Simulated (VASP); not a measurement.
Here is the system:

```
CdNi3N
1.0
    3.80203     0.00000     0.00000
    0.00000     3.80203     0.00000
    0.00000     0.00000     3.80203
Cd Ni N
1 3 1
Direct
  0.00000   0.00000   0.00000
  0.50000   0.50000   0.00000
  0.00000   0.50000   0.50000
  0.50000   0.00000   0.50000
  0.50000   0.50000   0.50000
```

These are PBEsol GGA, VASP's PBE PAW potentials (set 64) (plane waves; VASP) values and carry that method's errors. Run with 520 eV cut-off, 9×9×9 Γ-centred mesh, tetrahedra with Blöchl corrections, potentials Cd Ni N.

Question: Tabulate the total density of states (states/eV per cell) against energy (eV; zero at the valence-band maximum or, without a gap, the Fermi level).

Answer: 
```json
[
 {"E (eV)": "-9.98", "DOS (states/eV)": "0.00"},
 {"E (eV)": "-9.76", "DOS (states/eV)": "0.00"},
 {"E (eV)": "-9.54", "DOS (states/eV)": "0.00"},
 {"E (eV)": "-9.32", "DOS (states/eV)": "0.80"},
 {"E (eV)": "-9.10", "DOS (states/eV)": "4.34"},
 {"E (eV)": "-8.88", "DOS (states/eV)": "18.7"},
 {"E (eV)": "-8.66", "DOS (states/eV)": "8.44"},
 {"E (eV)": "-8.44", "DOS (states/eV)": "3.03"},
 {"E (eV)": "-8.11", "DOS (states/eV)": "0.00"},
 {"E (eV)": "-7.89", "DOS (states/eV)": "1.43"},
 {"E (eV)": "-7.67", "DOS (states/eV)": "6.15"},
 {"E (eV)": "-7.45", "DOS (states/eV)": "2.42"},
 {"E (eV)": "-7.23", "DOS (states/eV)": "1.83"},
 {"E (eV)": "-7.01", "DOS (states/eV)": "1.55"},
 {"E (eV)": "-6.79", "DOS (states/eV)": "1.55"},
 {"E (eV)": "-6.57", "DOS (states/eV)": "1.75"},
 {"E (eV)": "-6.35", "DOS (states/eV)": "1.76"},
 {"E (eV)": "-6.13", "DOS (states/eV)": "2.16"},
 {"E (eV)": "-5.91", "DOS (states/eV)": "2.46"},
 {"E (eV)": "-5.69", "DOS (states/eV)": "1.92"},
 {"E (eV)": "-5.47", "DOS (states/eV)": "1.48"},
 {"E (eV)": "-5.25", "DOS (states/eV)": "4.86"},
 {"E (eV)": "-5.03", "DOS (states/eV)": "4.22"},
 {"E (eV)": "-4.70", "DOS (states/eV)": "0.17"},
 {"E (eV)": "-4.48", "DOS (states/eV)": "0.00"},
 {"E (eV)": "-4.26", "DOS (states/eV)": "0.18"},
 {"E (eV)": "-4.04", "DOS (states/eV)": "0.50"},
 {"E (eV)": "-3.82", "DOS (states/eV)": "0.85"},
 {"E (eV)": "-3.60", "DOS (states/eV)": "1.61"},
 {"E (eV)": "-3.38", "DOS (states/eV)": "2.85"},
 {"E (eV)": "-3.16", "DOS (states/eV)": "3.07"},
 {"E (eV)": "-2.94", "DOS (states/eV)": "10.6"},
 {"E (eV)": "-2.72", "DOS (states/eV)": "7.94"},
 {"E (eV)": "-2.50", "DOS (states/eV)": "4.81"},
 {"E (eV)": "-2.28", "DOS (states/eV)": "6.29"},
 {"E (eV)": "-2.06", "DOS (states/eV)": "7.56"},
 {"E (eV)": "-1.84", "DOS (states/eV)": "10.8"},
 {"E (eV)": "-1.51", "DOS (states/eV)": "10.0"},
 {"E (eV)": "-1.29", "DOS (states/eV)": "4.95"},
 {"E (eV)": "-1.07", "DOS (states/eV)": "17.6"},
 {"E (eV)": "-0.85", "DOS (states/eV)": "7.67"},
 {"E (eV)": "-0.63", "DOS (states/eV)": "7.11"},
 {"E (eV)": "-0.41", "DOS (states/eV)": "5.80"},
 {"E (eV)": "-0.19", "DOS (states/eV)": "7.51"},
 {"E (eV)": "0.03", "DOS (states/eV)": "2.50"},
 {"E (eV)": "0.25", "DOS (states/eV)": "2.17"},
 {"E (eV)": "0.47", "DOS (states/eV)": "1.05"},
 {"E (eV)": "0.69", "DOS (states/eV)": "0.52"},
 {"E (eV)": "0.91", "DOS (states/eV)": "0.94"},
 {"E (eV)": "1.13", "DOS (states/eV)": "0.97"},
 {"E (eV)": "1.35", "DOS (states/eV)": "0.93"},
 {"E (eV)": "1.57", "DOS (states/eV)": "1.41"},
 {"E (eV)": "1.90", "DOS (states/eV)": "2.96"},
 {"E (eV)": "2.12", "DOS (states/eV)": "0.64"},
 {"E (eV)": "2.34", "DOS (states/eV)": "2.20"},
 {"E (eV)": "2.56", "DOS (states/eV)": "2.80"},
 {"E (eV)": "2.78", "DOS (states/eV)": "2.30"},
 {"E (eV)": "3.00", "DOS (states/eV)": "1.57"},
 {"E (eV)": "3.22", "DOS (states/eV)": "1.46"},
 {"E (eV)": "3.44", "DOS (states/eV)": "1.87"}
]
```
Within 2 eV below the Fermi level the largest weight inside VASP's projection spheres is Ni d.

The structure comes from a computed database's CdNi3N entry (Pm-3m); how it stands against other phases isn't given here. It was relaxed first. The run is not spin-polarised, so no magnetic state was tried. The electron count is odd and the run is not spin-polarised, which forces a metal.
